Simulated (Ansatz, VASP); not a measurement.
# GeH4 (germane): VASP beside Ansatz, part 2 of 2

Aim: how closely do two programs agree when they are given the same cell, functional and k mesh? The cell is taken from a series of runs on this material, whose earlier steps may have relaxed, scaled, displaced or heated it; both programs get it as it stands.

VASP 6.6.1 and Ansatz 0.2.0.

So far: Ansatz: single point, PBE with D3(BJ), pair 1; VASP: single point, PBE with D3(BJ), pair 1; Side by side; VASP: single point, PBE with D3(BJ), pair 2; Ansatz: single point, PBE with D3(BJ), pair 2; Differences.

## (8) Ansatz: single point, r2SCAN with D4

Level of this step: Ansatz beside VASP: Kohn-Sham DFT, plane waves, r2SCAN with D4 (Ansatz).

A single point gives forces, pressure and levels at one fixed geometry, so differences don't come from the geometry; what else differs is listed under the comparison.

The cell is taken from a series of runs on this material, whose earlier steps may have relaxed, scaled, displaced or heated it; both programs get it as it stands.

The input, input.yaml:

```yaml
crystal:
  lattice:
    - [13.0, 0.0, 0.0]
    - [0.0, 13.3, 0.0]
    - [0.0, 0.0, 13.6]
  atoms:
    - { symbol: Ge, position: [0.47276, 0.5002, 0.5365] }
    - { symbol: H, position: [0.47235, 0.49914, 0.42366] }
    - { symbol: H, position: [0.58425, 0.49982, 0.57369] }
    - { symbol: H, position: [0.41789, 0.59507, 0.57345] }
    - { symbol: H, position: [0.41669, 0.40664, 0.5751] }
kpoints:
  mp_grid: { grid: [1, 1, 1] }
hamiltonian:
  xc: r2scan
  dispersion: d4
scf:
  occupations: { method: fermi_dirac, width: 0.01 }
output:
  forces: true
```

Command:

```bash
ansatz run input.yaml --threads 6 --pin off --max-ram 102400MiB --backend cuda --events-out ev --progress --plain --runs-dir out
```

Numbers of over 12 decimals in the logs are rounded to 6 here.

What it wrote:

```text
[...]
GPU FFT provider: cuFFT
GPU libraries: cuBLAS 13.8.2, cuFFT 12.4.0, cuSOLVER 12.3.4
Crystal: 5 atoms, lattice volume = 2351.440 Å³
Basis set: ecut = 500 eV, 59635 PW (Γ), exchange–correlation on 384×400×400 points (64 copies of the dense FFT grid, shifted against one another)
Bands: 14, of which v1, the nominal top of the filled ones, is band 9 counted from 1 (8 counted from 0)
Symmetry: 1 space group operations
[...]
Internal energy: -4366.132282 eV  (E = F + TS)
E sigma→0 (E₀):  -4366.132282 eV
Fermi energy:    -4.291994 eV
[...]
--- Forces (eV/Å), atoms counted from 1 ---
  atom   1  Ge     0.01220817    -0.01013218    -0.00349551
  atom   2  H      0.00017828     0.00308845     0.25515257
  atom   3  H     -0.24764435     0.00188508    -0.08513459
  atom   4  H      0.11462980    -0.20315234    -0.08002966
  atom   5  H      0.12062474     0.20831280    -0.08649319
  max |Σ_I F_I| component: 3.36e-6 eV/Å
[key lines of the parts left out:]
SCF converged after 7 iterations
Free energy (F): -4366.132282 eV
```

## (9) VASP: single point, r2SCAN with D4

The same cell, functional, mesh and smearing now go to VASP, with its own data sets.

The input, INCAR:

```
SYSTEM = GeH4
PREC = Accurate
ENCUT = 450
EDIFF = 1E-06
NELM = 120
ISMEAR = -1
SIGMA = 0.01
LREAL = .FALSE.
ALGO = Normal
METAGGA = R2SCAN
IVDW = 13
VDW_S6 = 1
VDW_S8 = 0.6018749
VDW_A1 = 0.51559235
VDW_A2 = 5.77342911
LASPH = .TRUE.
NBANDS = 15
LORBIT = 11
LWAVE = .FALSE.
LCHARG = .FALSE.
ISIF = 2
GGA_COMPAT = .FALSE.
EFERMI = MIDGAP
LMIXTAU = .TRUE.
```

The input, POSCAR:

```
GeH4
1.0
   13.0000000000      0.0000000000      0.0000000000
    0.0000000000     13.3000000000      0.0000000000
    0.0000000000      0.0000000000     13.6000000000
Ge H
1 4
Direct
    0.4727600000      0.5002000000      0.5365000000
    0.4723500000      0.4991400000      0.4236600000
    0.5842500000      0.4998200000      0.5736900000
    0.4178900000      0.5950700000      0.5734500000
    0.4166900000      0.4066400000      0.5751000000
```

The input, KPOINTS:

```
Automatic mesh
0
Gamma
1 1 1
0 0 0
```

The projector-augmented-wave data sets are Ge_d and H (PBE family, release 64).

Command:

```bash
mpirun -np 2 vasp_gam
```

What it wrote:

```text
[banner, memory and clock lines left out]
running    2 mpi-ranks, on    1 nodes
[...]
|                                                                             |
|               ----> ADVICE to this user running VASP <----                  |
|                                                                             |
|     You enforced a specific xc type in the INCAR file but a different       |
|     [... a line on the potential file left out ...]
|     I HOPE YOU KNOW WHAT YOU ARE DOING!                                     |
|                                                                             |

 LDA part: xc-table for (None), standard interpolation
 [... a notice as in an earlier step ...]

 POSCAR, INCAR and KPOINTS ok, starting setup
[...]
entering main loop
       N       E                     dE             d eps       ncg     rms          rms(c)
DAV:   1     0.780644398860E+02    0.78064E+02   -0.62473E+03    40   0.577E+02
DAV:   2    -0.106224939935E+02   -0.88687E+02   -0.78460E+02    40   0.150E+02
DAV:   3    -0.289333848103E+02   -0.18311E+02   -0.18270E+02    32   0.664E+01
DAV:   4    -0.298536897574E+02   -0.92030E+00   -0.91964E+00    40   0.280E+01
[...]
DAV:  33    -0.271001812966E+02   -0.95825E-05   -0.18425E-05    32   0.341E-02    0.420E-04
DAV:  34    -0.271001829143E+02   -0.16176E-05   -0.34103E-06    48   0.170E-02    0.470E-04
DAV:  35    -0.271001837956E+02   -0.88137E-06   -0.17354E-06    32   0.124E-02
   1 F= -.27109962E+02 E0= -.27109962E+02  d E =0.000000E+00
```

Parts of OUTCAR (step 9):

```text
  Edisp (eV):   -0.00978

  Total      -0.62361    -0.62167    -0.62811    -0.00368     0.00293    -0.00445
  in kB      -0.42490    -0.42358    -0.42797    -0.00251     0.00199    -0.00303
  external pressure =       -0.43 kB  Pullay stress =        0.00 kB

 POSITION                                       TOTAL-FORCE (eV/Angst)
 -----------------------------------------------------------------------------------
      6.14588      6.65266      7.29640         0.021217     -0.011466      0.002334
      6.14055      6.63856      5.76178        -0.002053      0.003205      0.224075
      7.59525      6.64761      7.80218        -0.221653      0.002128     -0.076623
      5.43257      7.91443      7.79892         0.098255     -0.178508     -0.071850
      5.41697      5.40831      7.82136         0.104234      0.184641     -0.077937
 -----------------------------------------------------------------------------------
    total drift:                                0.010711     -0.001511      0.007275

  FREE ENERGIE OF THE ION-ELECTRON SYSTEM (eV)
  ---------------------------------------------------
  free  energy   TOTEN  =       -27.1099622616 eV

  energy  without entropy=      -27.1099622616  energy(sigma->0) =      -27.10996226

[... 1 part as in an earlier step ...]

[... 2 further parts left out ...]
[key lines of the parts left out:]
E-fermi :  -4.3927
```

## (10) Comparison

What differs besides the data sets and the points named for the pairs above, as far as they apply: VASP keeps PBE cores, Ansatz makes them for the functional; the cutoff is 500 eV in Ansatz and 450 eV in VASP. Total energies have different zeros and are not compared.

Both answers:

| quantity | Ansatz | VASP | difference |
| --- | --- | --- | --- |
| gap on the k mesh (eV) | 8.442 | 8.321 | +0.121 |

Forces (eV/Å; atoms numbered as in POSCAR):

| atom | Ansatz x, y, z | VASP x, y, z |
| --- | --- | --- |
| Ge1 | 0.012, -0.010, -0.004 | 0.021, -0.011, 0.002 |
| H2 | 0.000, 0.003, 0.255 | -0.002, 0.003, 0.224 |
| H3 | -0.248, 0.002, -0.085 | -0.222, 0.002, -0.077 |
| H4 | 0.115, -0.203, -0.080 | 0.098, -0.179, -0.072 |
| H5 | 0.121, 0.208, -0.086 | 0.104, 0.185, -0.078 |

The forces differ by 16 meV/Å r.m.s., which is 13.4 % of the r.m.s. force of 0.116 eV/Å (both taken over all components).

## (11) Results

* r.m.s. force difference (single point, PBE with D3(BJ), pair 1): 14 meV/Å
* r.m.s. force difference (single point, PBE with D3(BJ), pair 2): 14 meV/Å
* r.m.s. force difference (single point, r2SCAN with D4): 16 meV/Å
* difference in gap on the k mesh (single point, r2SCAN with D4): 0.12 eV

The difference in gap on the k mesh is 0.12 eV (single point, r2SCAN with D4), beyond the 0.08 eV picked in this series as the mark of a large difference. What causes the difference of the single point, PBE with D3(BJ), pair 1 pair stays open here. What causes the difference of the single point, PBE with D3(BJ), pair 2 pair stays open here. By the marks of this series, far apart in the single point, r2SCAN with D4 pair: the r.m.s. force difference, 16 meV/Å and the difference in gap on the k mesh, 0.12 eV. What causes the difference of the single point, r2SCAN with D4 pair stays open here. 1 further run of this series is not shown here. How closely two codes agree says nothing of how well the functional describes the real material.

[Lines on the potential files, build, host, timing and source positions are cut from VASP's logs without a mark.]

[Logs are printed without paths, hosts, clocks, repeated set-up lines and the standing remarks that a program may print on its own settings, such as how far it seeks lower states.]

[Hosts, paths, dates, database ids (printed as entryN), source tags and the programs' standing remarks are cut or masked in the printed files.]
